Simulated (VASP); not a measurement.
# In2Ni3S2 with r2SCAN: from relaxation to properties, part 5 of 8

What structure and properties does r2SCAN give In2Ni3S2, and how near are they to the measured ones? The start is a computed cell from the Materials Project.

VASP 6.6.1; r2SCAN, spin-polarised from a ferromagnetic start; plane waves and PAW (In_d, Ni, S).

So far. Step 4 (Band structure (r2SCAN)): There is no gap at this level. Step 5 (Total and projected DOS (r2SCAN)): The finer mesh and the other smearing move the Fermi level by -0.08 eV from the 5×5×5 run, one measure of the sampling error in the zero of the bands above. Of the states within 0.3 eV of the Fermi level, the largest shares in the PAW spheres are Ni d 60 %, S p 9 % and In s 6 %. The rest lies in smaller channels or between the spheres.

## (6) Zone-centre phonons (r2SCAN)

Zone-centre modes test whether the atoms sit at a minimum within this cell. IBRION = 6 takes the force constants from differences of forces between displaced cells, so the forces must be tight.

The input, INCAR:

```
SYSTEM = In2Ni3S2
PREC = Accurate
ENCUT = 400
EDIFF = 1E-08
NELM = 100
ISMEAR = 1
SIGMA = 0.2
LREAL = .FALSE.
ALGO = Normal
METAGGA = R2SCAN
LASPH = .TRUE.
NBANDS = 47
ISPIN = 2
MAGMOM = 0 0 1 1 1 0 0
LMAXMIX = 4
LORBIT = 11
LWAVE = .FALSE.
LCHARG = .FALSE.
KPAR = 4
IBRION = 6
NFREE = 2
POTIM = 0.015
ISIF = 2
NSW = 1
```

The input, POSCAR:

```
In2Ni3S2
1.0
    2.6834503590      1.5492907871      4.5078474732
   -2.6834503590      1.5492907871      4.5078474732
    0.0000000000     -3.0985815743      4.5078474732
In Ni S
2 3 2
Direct
    0.5000000000      0.5000000000      0.5000000000
    0.0000000000      0.0000000000      0.0000000000
    0.5000000000      0.0000000000      0.0000000000
    0.0000000000      0.5000000000      0.0000000000
    0.0000000000      0.0000000000      0.5000000000
    0.7232349648      0.7232349648      0.7232349648
    0.2767650352      0.2767650352      0.2767650352
```

The input, KPOINTS:

```
Automatic mesh
0
Gamma
7 7 7
0 0 0
```

PAW data sets: In_d, Ni and S (PBE family, release 64).

Launch:

```sh
$ mpirun -np 4 vasp_std
```

Output:

```text
[... set-up lines as in an earlier step ...]
 entering main loop
       N       E                     dE             d eps       ncg     rms          rms(c)
DAV:   1     0.532859417350E+03    0.53286E+03   -0.25670E+04  8300   0.164E+03
DAV:   2    -0.310560231641E+02   -0.56392E+03   -0.53731E+03  8272   0.424E+02
DAV:   3    -0.110177188890E+03   -0.79121E+02   -0.76311E+02  9072   0.175E+02
DAV:   4    -0.114571465158E+03   -0.43943E+01   -0.43547E+01  9828   0.414E+01
DAV:   5    -0.114789177314E+03   -0.21771E+00   -0.21762E+00 12822   0.862E+00    0.243E+01
DAV:   6    -0.109419730818E+03    0.53694E+01   -0.57329E+01  9911   0.106E+02    0.314E+01
DAV:   7    -0.100309577531E+03    0.91102E+01   -0.17792E+01 10473   0.700E+01    0.954E+00
DAV:   8    -0.100517208863E+03   -0.20763E+00   -0.39122E+00 11608   0.206E+01    0.526E+00
DAV:   9    -0.100450978124E+03    0.66231E-01   -0.84998E-01 10241   0.912E+00    0.161E+00
DAV:  10    -0.100456795117E+03   -0.58170E-02   -0.74679E-02 11634   0.226E+00    0.119E+00
DAV:  11    -0.100458580500E+03   -0.17854E-02   -0.12641E-02 10198   0.632E-01    0.855E-01
DAV:  12    -0.100459585469E+03   -0.10050E-02   -0.62766E-03 12524   0.770E-01    0.312E-01
DAV:  13    -0.100459852274E+03   -0.26681E-03   -0.14096E-03  9704   0.252E-01    0.123E-01
DAV:  14    -0.100459884432E+03   -0.32158E-04   -0.11208E-04 11467   0.882E-02    0.833E-02
DAV:  15    -0.100459922757E+03   -0.38324E-04   -0.11019E-04 12947   0.978E-02    0.384E-02
DAV:  16    -0.100459931462E+03   -0.87049E-05   -0.31614E-05 12124   0.456E-02    0.225E-02
DAV:  17    -0.100459934694E+03   -0.32323E-05   -0.67877E-06 12135   0.201E-02    0.152E-02
DAV:  18    -0.100459936361E+03   -0.16669E-05   -0.60839E-06 12396   0.206E-02    0.787E-03
DAV:  19    -0.100459937719E+03   -0.13583E-05   -0.81599E-06 12010   0.246E-02    0.489E-03
DAV:  20    -0.100459938572E+03   -0.85239E-06   -0.37151E-06 12138   0.146E-02    0.359E-03
DAV:  21    -0.100459938885E+03   -0.31291E-06   -0.54288E-06 11619   0.198E-02    0.263E-03
DAV:  22    -0.100459939248E+03   -0.36377E-06   -0.87638E-07  9112   0.668E-03    0.159E-03
DAV:  23    -0.100459939266E+03   -0.17864E-07   -0.24880E-07 10160   0.476E-03    0.806E-04
DAV:  24    -0.100459939295E+03   -0.29283E-07   -0.41243E-08  8378   0.124E-03    0.468E-04
DAV:  25    -0.100459939321E+03   -0.25489E-07   -0.12598E-08  5368   0.107E-03    0.291E-04
DAV:  26    -0.100459939338E+03   -0.17467E-07   -0.46337E-09  5256   0.778E-04    0.124E-04
DAV:  27    -0.100459939342E+03   -0.37462E-08   -0.12012E-09  5186   0.290E-04
   1 F= -.10045994E+03 E0= -.10046066E+03  d E =0.216864E-02  mag=     0.0000
 Found     8 degrees of freedom:
 Finite differences POTIM= 0.01500 DOF=   8
 bond charge predicted
       N       E                     dE             d eps       ncg     rms          rms(c)
DAV:   1    -0.100453261623E+03    0.66777E-02   -0.12113E+00 21948   0.326E+00    0.318E-01
DAV:   2    -0.100459023361E+03   -0.57617E-02   -0.36475E-02 23208   0.104E+00    0.950E-02
DAV:   3    -0.100459102428E+03   -0.79067E-04   -0.84084E-04 26124   0.266E-01    0.101E-01
DAV:   4    -0.100459108027E+03   -0.55983E-05   -0.68304E-05 22647   0.131E-01    0.926E-02
DAV:   5    -0.100459111274E+03   -0.32473E-05   -0.15609E-05 25230   0.799E-02    0.791E-02
DAV:   6    -0.100459119571E+03   -0.82969E-05   -0.16435E-05 27417   0.714E-02    0.437E-02
DAV:   7    -0.100459124550E+03   -0.49794E-05   -0.19254E-05 26662   0.580E-02    0.127E-02
DAV:   8    -0.100459125097E+03   -0.54709E-06   -0.27273E-06 21445   0.129E-02    0.103E-02
DAV:   9    -0.100459125353E+03   -0.25520E-06   -0.41876E-07 23947   0.532E-03    0.496E-03
DAV:  10    -0.100459125475E+03   -0.12271E-06   -0.26961E-07 22615   0.398E-03    0.221E-03
DAV:  11    -0.100459125471E+03    0.47075E-08   -0.20669E-08 17877   0.170E-03
   2 F= -.10045913E+03 E0= -.10045985E+03  d E =0.217078E-02  mag=     0.0000
[... from here on, the cycles between the ionic steps are left out ...]
   3 F= -.10045913E+03 E0= -.10045985E+03  d E =0.217079E-02  mag=     0.0000
   4 F= -.10045980E+03 E0= -.10046053E+03  d E =0.217209E-02  mag=    -0.0000
   5 F= -.10045980E+03 E0= -.10046053E+03  d E =0.217211E-02  mag=    -0.0000
   6 F= -.10045966E+03 E0= -.10046038E+03  d E =0.216575E-02  mag=    -0.0000
   7 F= -.10045966E+03 E0= -.10046038E+03  d E =0.216579E-02  mag=    -0.0000
   8 F= -.10045906E+03 E0= -.10045978E+03  d E =0.217022E-02  mag=     0.0000
   9 F= -.10045906E+03 E0= -.10045978E+03  d E =0.217014E-02  mag=     0.0000
  10 F= -.10045864E+03 E0= -.10045937E+03  d E =0.217232E-02  mag=     0.0000
  11 F= -.10045864E+03 E0= -.10045937E+03  d E =0.217232E-02  mag=     0.0000
  12 F= -.10045891E+03 E0= -.10045963E+03  d E =0.216624E-02  mag=     0.0000
  13 F= -.10045891E+03 E0= -.10045963E+03  d E =0.216624E-02  mag=    -0.0000
  14 F= -.10045887E+03 E0= -.10045959E+03  d E =0.217143E-02  mag=     0.0000
  15 F= -.10045887E+03 E0= -.10045959E+03  d E =0.217142E-02  mag=    -0.0000
  16 F= -.10045808E+03 E0= -.10045881E+03  d E =0.219030E-02  mag=     0.0000
 Finite differences progress:
  Degree of freedom:   8/  8
  Displacement:        1/  2
  Total:              15/ 16
 bond charge predicted
       N       E                     dE             d eps       ncg     rms          rms(c)
DAV:   1    -0.100448692726E+03    0.93881E-02   -0.80096E-01  8976   0.299E+00    0.475E-01
DAV:   2    -0.100458566436E+03   -0.98737E-02   -0.96567E-02 10672   0.160E+00    0.229E-01
DAV:   3    -0.100458606801E+03   -0.40365E-04   -0.24939E-03 10111   0.423E-01    0.153E-01
DAV:   4    -0.100458551092E+03    0.55709E-04   -0.74725E-04 10842   0.353E-01    0.126E-01
DAV:   5    -0.100458485610E+03    0.65481E-04   -0.49061E-04 11676   0.183E-01    0.263E-02
DAV:   6    -0.100458490850E+03   -0.52391E-05   -0.82697E-05  9296   0.405E-02    0.372E-02
DAV:   7    -0.100458491643E+03   -0.79321E-06   -0.32672E-06 11530   0.107E-02    0.313E-02
DAV:   8    -0.100458490042E+03    0.16006E-05   -0.58250E-06 10214   0.114E-02    0.902E-03
DAV:   9    -0.100458490095E+03   -0.52669E-07   -0.18674E-06  9341   0.714E-03    0.240E-03
DAV:  10    -0.100458490044E+03    0.50993E-07   -0.89778E-08 10646   0.175E-03    0.165E-03
DAV:  11    -0.100458489987E+03    0.56827E-07   -0.16638E-08  7184   0.788E-04    0.723E-04
DAV:  12    -0.100458489962E+03    0.25509E-07   -0.27700E-09  5438   0.440E-04    0.319E-04
DAV:  13    -0.100458489957E+03    0.43292E-08   -0.12237E-09  5242   0.319E-04
  17 F= -.10045849E+03 E0= -.10045920E+03  d E =0.212145E-02  mag=     0.0000
 Finite differences progress:
  Degree of freedom:   8/  8
  Displacement:        2/  2
  Total:              16/ 16
```

It took 72 min on 4 MPI ranks of Intel Xeon 6975P-C (Granite Rapids), shared host; peak memory 5.9 GiB.

OUTCAR, selected parts (step 6):

```text
   k-points           NKPTS =     44   k-points in BZ     NKDIM =     44   number of bands    NBANDS=     47

   NELECT =      68.0000    total number of electrons

 E-fermi :   8.4892

 spin component 1
 k-point     1 :       0.0000    0.0000    0.0000
  band No.  band energies     occupation
    ...
     32       7.1352      1.00000
     33       7.1352      1.00000
     34       7.7447      1.00000
     35       8.1605      1.02107
     36       8.1605      1.02107
     37       9.1429     -0.00002
     38       9.1635     -0.00001
     39      12.6015      0.00000
     40      12.6015      0.00000
     41      13.7235      0.00000
    ...

 k-point     2 :       0.1429    0.0000    0.0000
  band No.  band energies     occupation
    ...
     32       7.2304      1.00000
     33       7.3843      1.00000
     34       7.9244      1.00024
     35       8.4054      0.82241
     36       8.4241      0.76005
     37       9.3454     -0.00000
     38       9.8623     -0.00000
     39      12.5621      0.00000
     40      12.7513      0.00000
     41      13.1817      0.00000
    ...

  Total       -0.1028067     -0.1028067     -0.4875881      0.0000000      0.0000000      0.0000000
  in kB       -1.4648225     -1.4648225     -6.9473100      0.0000000      0.0000000      0.0000000
  external PRESSURE =      -3.2923183 kB  Pullay stress =       0.0000000 kB

 POSITION                                       TOTAL-FORCE (eV/Angst)
 -----------------------------------------------------------------------------------
      0.00000     -0.00000      6.76177         0.000000      0.000000     -0.004854
      0.00000      0.00000      0.00000         0.000000      0.000000     -0.007835
      1.34173      0.77465      2.25392         0.037410      0.021599     -0.053235
     -1.34173      0.77465      2.25392        -0.037410      0.021599     -0.053235
      0.00000     -1.54929      2.25392         0.000000     -0.043197     -0.053235
      0.00000     -0.00000      9.76570         0.000000     -0.000000      0.203482
      0.00000     -0.00000      3.74284         0.000000      0.000000     -0.031087
 -----------------------------------------------------------------------------------
    total drift:                                0.000000     -0.000000      0.000046

  FREE ENERGIE OF THE ION-ELECTRON SYSTEM (eV)
  ---------------------------------------------------
  free  energy   TOTEN  =      -100.4584899572 eV

  energy  without entropy=     -100.4606114034  energy(sigma->0) =     -100.45919711

 Eigenvectors and eigenvalues of the dynamical matrix
 ----------------------------------------------------

   1 f  =   12.180780 THz    76.534095 2PiTHz  406.307070 cm-1    50.375634 meV
             X         Y         Z           dx          dy          dz
      0.000000 -0.000000  6.761771    -0.000000   -0.000000   -0.002175
      0.000000  0.000000  0.000000    -0.000000    0.000000   -0.006535
      1.341725  0.774645  2.253924     0.260784    0.150564   -0.251450
     -1.341725  0.774645  2.253924    -0.260784    0.150564   -0.251450
      0.000000 -1.549291  2.253924     0.000000   -0.301128   -0.251450
      0.000000 -0.000000  9.780699    -0.000000   -0.000000    0.518767
      0.000000 -0.000000  3.742844     0.000000   -0.000000    0.518767

   2 f  =   11.611967 THz    72.960141 2PiTHz  387.333528 cm-1    48.023215 meV
             X         Y         Z           dx          dy          dz
      0.000000 -0.000000  6.761771    -0.000000   -0.000000    0.000000
      0.000000  0.000000  0.000000    -0.000000   -0.000000    0.000000
      1.341725  0.774645  2.253924     0.000000    0.000000   -0.000000
     -1.341725  0.774645  2.253924    -0.000000    0.000000   -0.000000
      0.000000 -1.549291  2.253924     0.000000   -0.000000   -0.000000
      0.000000 -0.000000  9.780699     0.000000   -0.000000    0.707107
      0.000000 -0.000000  3.742844     0.000000    0.000000   -0.707107

[...]
0.000000 -1.549291  2.253924    -0.000000    0.466450   -0.224671
      0.000000 -0.000000  9.780699     0.000000    0.000000    0.244399
      0.000000 -0.000000  3.742844    -0.000000    0.000000    0.244399

   8 f  =    6.447989 THz    40.513913 2PiTHz  215.081778 cm-1    26.666730 meV
             X         Y         Z           dx          dy          dz
      0.000000 -0.000000  6.761771     0.000004    0.442235    0.000000
      0.000000  0.000000  0.000000    -0.000000   -0.045352   -0.000000
      1.341725  0.774645  2.253924     0.375414   -0.470711    0.009845
     -1.341725  0.774645  2.253924    -0.375415   -0.470718    0.009845
      0.000000 -1.549291  2.253924    -0.000006    0.179523   -0.019690
      0.000000 -0.000000  9.780699     0.000001    0.149238    0.000000
      0.000000 -0.000000  3.742844     0.000001    0.149238    0.000000

   9 f  =    6.447989 THz    40.513913 2PiTHz  215.081778 cm-1    26.666730 meV
             X         Y         Z           dx          dy          dz
      0.000000 -0.000000  6.761771     0.442235   -0.000004   -0.000000
      0.000000  0.000000  0.000000    -0.045352    0.000000   -0.000000
      1.341725  0.774645  2.253924    -0.037226    0.375419    0.017052
     -1.341725  0.774645  2.253924    -0.037220   -0.375410   -0.017052
      0.000000 -1.549291  2.253924    -0.687460   -0.000002    0.000000
      0.000000 -0.000000  9.780699     0.149238   -0.000001   -0.000000
      0.000000 -0.000000  3.742844     0.149238   -0.000001   -0.000000

  10 f  =    4.629056 THz    29.085215 2PiTHz  154.408681 cm-1    19.144228 meV
             X         Y         Z           dx          dy          dz
      0.000000 -0.000000  6.761771     0.000000   -0.000000    0.035113
      0.000000  0.000000  0.000000     0.000000   -0.000000    0.770914
      1.341725  0.774645  2.253924     0.134379    0.077584   -0.228497
     -1.341725  0.774645  2.253924    -0.134379    0.077584   -0.228497
      0.000000 -1.549291  2.253924    -0.000000   -0.155167   -0.228497
      0.000000 -0.000000  9.780699    -0.000000    0.000000   -0.296306
      0.000000 -0.000000  3.742844    -0.000000    0.000000   -0.296306

  11 f  =    4.126576 THz    25.928042 2PiTHz  137.647760 cm-1    17.066139 meV
             X         Y         Z           dx          dy          dz
      0.000000 -0.000000  6.761771    -0.000001    0.030237    0.000000
      0.000000  0.000000  0.000000     0.000003   -0.149093    0.000000
      1.341725  0.774645  2.253924     0.093708    0.098894    0.359419
     -1.341725  0.774645  2.253924    -0.093716    0.098897    0.359441
      0.000000 -1.549291  2.253924    -0.000001    0.261209   -0.718860
      0.000000 -0.000000  9.780699     0.000004   -0.219504   -0.000000
      0.000000 -0.000000  3.742844     0.000004   -0.219504   -0.000000

  12 f  =    4.126576 THz    25.928042 2PiTHz  137.647760 cm-1    17.066139 meV
             X         Y         Z           dx          dy          dz
      0.000000 -0.000000  6.761771     0.030237    0.000001    0.000000
      0.000000  0.000000  0.000000    -0.149093   -0.000003    0.000000
      1.341725  0.774645  2.253924     0.207106    0.093714    0.622557
     -1.341725  0.774645  2.253924     0.207103   -0.093710   -0.622544
    [... 90 further lines ...]
      0.000000 -1.549291  2.253924     0.140906    0.331251   -0.004730
      0.000000 -0.000000  9.780699     0.101579    0.239088   -0.000000
      0.000000 -0.000000  3.742844     0.101579    0.239088   -0.000000

 ELASTIC MODULI CONTR FROM IONIC RELAXATION (kBar)
 Direction    XX          YY          ZZ          XY          YZ          ZX
 --------------------------------------------------------------------------------
 XX        -286.9709   -123.1072   -331.4892      0.0000    151.0775     -0.0000
 YY        -123.1072   -286.9709   -331.4892     -0.0000   -151.0775      0.0000
 ZZ        -331.4892   -331.4892   -535.9226      0.0000      0.0000     -0.0000
 XY           0.0000     -0.0000      0.0000    -81.9319     -0.0000    151.0764
 YZ         151.0775   -151.0775      0.0000     -0.0000   -278.5781      0.0000
 ZX          -0.0000      0.0000     -0.0000    151.0764      0.0000   -278.5740
 --------------------------------------------------------------------------------

 magnetization (x)
# of ion       s       p       d       tot
------------------------------------------
    1        0.000  -0.000  -0.000  -0.000
    2        0.000  -0.000   0.000   0.000
    3       -0.000  -0.000   0.000   0.000
    4       -0.000  -0.000   0.000   0.000
    5       -0.000  -0.000   0.000   0.000
    6       -0.000   0.000   0.000   0.000
    7       -0.000   0.000   0.000   0.000
--------------------------------------------------
tot         -0.000  -0.000   0.000   0.000

[... 6 parts as in an earlier step ...]

[... 10 further parts left out ...]
```

The magnetic state follows from one typed start and may not be the lowest. The last energy, forces, stress and levels in OUTCAR belong to the last displaced cell, not to the cell of POSCAR.

Numbers from this step:

```yaml
bands: 47
irreducible_k_points: 44
pressure_of_the_cell: -0.04543 GPa
largest_force_of_the_cell: 0.01327 eV/Å
```

Modes at Γ, with each element's share of the kinetic energy:

| mode | frequency (cm⁻¹) | symmetry | In % | Ni % | S % |
| --- | --- | --- | --- | --- | --- |
| 1 | -2.5 | acoustic | 48 | 39 | 13 |
| 2 | -2.5 | acoustic | 48 | 39 | 13 |
| 3 | -1.4 | acoustic | 47 | 39 | 14 |
| 4 | 58.8 | A2u | 85 | 12 | 3 |
| 5 | 82.3 | Eu | 86 | 12 | 2 |
| 6 | 82.3 | Eu | 86 | 12 | 2 |
| 7 | 130.5 | Eu | 44 | 33 | 22 |
| 8 | 130.5 | Eu | 44 | 33 | 22 |
| 9 | 134.7 | A1u | 0 | 100 | 0 |
| 10 | 137.6 | Eu | 2 | 88 | 10 |
| 11 | 137.6 | Eu | 2 | 88 | 10 |
| 12 | 154.4 | A2u | 60 | 23 | 18 |
| 13 | 215.1 | Eu | 20 | 76 | 4 |
| 14 | 215.1 | Eu | 20 | 76 | 4 |
| 15 | 230.5 | A2u | 8 | 80 | 12 |
| 16 | 298.8 | Eg | 0 | 0 | 100 |
| 17 | 298.8 | Eg | 0 | 0 | 100 |
| 18 | 367.1 | Eu | 0 | 52 | 48 |
| 19 | 367.1 | Eu | 0 | 52 | 48 |
| 20 | 387.3 | A1g | 0 | 0 | 100 |
| 21 | 406.3 | A2u | 0 | 46 | 54 |

Displacements in mode 4 (58.8 cm⁻¹), the largest set to 1:
```
In1  0.00  0.00  1.00
In2  0.00  0.00 -0.33
Ni3 -0.04 -0.03 -0.31
Ni4  0.04 -0.03 -0.31
Ni5  0.00  0.05 -0.31
S6   0.00  0.00 -0.25
S7   0.00  0.00 -0.25
```

Displacements in mode 20 (387.3 cm⁻¹), the largest set to 1:
```
In1  0.00  0.00  0.00
In2  0.00  0.00  0.00
Ni3  0.00  0.00  0.00
Ni4  0.00  0.00  0.00
Ni5  0.00  0.00  0.00
S6   0.00  0.00  1.00
S7   0.00  0.00 -1.00
```

The three acoustic modes lie within 2.5 cm⁻¹ of zero, and all others are real. By the characters of their eigenvectors the optical modes sort into (cm⁻¹) Raman active: Eg 299, A1g 387; infrared active: A2u 59, Eu 82, Eu 131, Eu 138, A2u 154, Eu 215, A2u 230, Eu 367, A2u 406; silent: A1u 135. With a centre of inversion no mode is active in both.

(Continued in part 6 of 8.)

[Lines on the potential files, build, host, timing and source positions are cut from VASP's logs without a mark.]

[Logs are printed without paths, hosts, clocks, repeated set-up lines and the standing remarks that a program may print on its own settings, such as how far it seeks lower states.]

[Hosts, paths, dates, database ids (printed as entryN), source tags and the programs' standing remarks are cut or masked in the printed files.]

[A measured line is paired with the nearest computed mode of its activity, which favours agreement.]

[In band tables of VASP the shares of atoms and orbitals are scaled to a sum of 1 inside the atoms' spheres.]
